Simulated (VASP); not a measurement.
## KCl: band gap against strain

KCl (rock salt, Fm-3m, 32.522 Å³/atom and stress up to 0.02 GPa in the relaxed cell, cube axes along x, y and z) under an equal strain ε along all three axes. PBE in VASP (plane waves, PAW), 480 eV, 8×8×8 Γ-centred mesh, Gaussian smearing 0.05 eV; ions are relaxed, or left where forces stay under 0.02 eV/Å, within the symmetry of each cell. Gaps are the smallest on the run's k-mesh, which can miss an edge that lies off it, without spin-orbit coupling; in all rows the valence edge lies at Γ and the conduction edge at Γ.

Here s stands for strain and Eg for gap.

```csv
strain (%),gap (eV)
-1.50,5.194
-1.00,5.142
-0.50,5.091
0.00,5.041
0.50,4.992
1.00,4.944
1.50,4.897
3.00,?
```

Question: Fit Eg against s with a straight line, and predict the withheld value at s = 3.00.

Answer: Means: s 0, Eg 5.0430. About the means, the sum of products is -0.69300 and the sum of squares of s is 7.0000; the slope is their ratio. Least squares gives Eg = 5.0430 - 0.09900·s. Residuals (row less fit): 0.0025, 0.0000, -0.0015, -0.0020, -0.0015, 0.0000, 0.0025; standard error 0.0020 (degrees of freedom: 5). Over these rows the gap moves by -9.90 ± 0.08 eV per unit strain, or -3.3 eV per unit of ln V. At the withheld row, Eg = 5.0430 - 0.09900 × 3.0 = 4.7460 eV. The calculation gives 4.763 eV, 0.0170 eV above the prediction (3.9 % of the range of Eg in the table). The row lies outside the fitted rows, so this is an extrapolation. From the scatter of the fitted rows alone, a prediction at this place has a standard error of 0.0032 eV, so the miss is 5.3 times that.

A polynomial of degree 2 through the 12 other runs of the series gives 4.764 there, so most of the miss is curvature that the fit leaves out. Other structures, which can take over under pressure, weren't tried. Rows are the converged runs of the series near zero and its far end, less any whose ions stayed unrelaxed beside relaxed ones; series whose fitted rows scatter by over a few per cent of the range, as at a crossing or softening among them, aren't shown in this form. Most that stay on the fit to the last digits aren't either.
